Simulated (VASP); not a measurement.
Here is the system:

```
InAs
1.0
    0.00000     3.18781     3.18781
    3.18781     0.00000     3.18781
    3.18781     3.18781     0.00000
In As
1 1
Cartesian
  0.00000   0.00000   0.00000
  1.59391   1.59391   1.59391
```

Calculation: vdW-DF2, VASP's PBE PAW potentials (set 64) (plane waves; VASP). Run with 520 eV cut-off, 11×11×11 Γ-centred mesh, tetrahedra with Blöchl corrections, potentials In_d As.

Unless said otherwise, spin-orbit coupling is left out, though it shifts the bands of the heavy elements here.

### Question
What does the run give for the energy per atom (σ→0), band gap (on the k-mesh) with the smallest direct gap where there is one?

### Answer

The band gap (on the k-mesh) is none (metal, semimetal or under 0.01 eV) and the energy per atom (σ→0) is -1.177 eV/atom.

The absolute energy has meaning only against runs of the same code, potentials and settings.

The compound is InAs in the zinc blende structure. It was relaxed first, which changed the volume by +16 %.
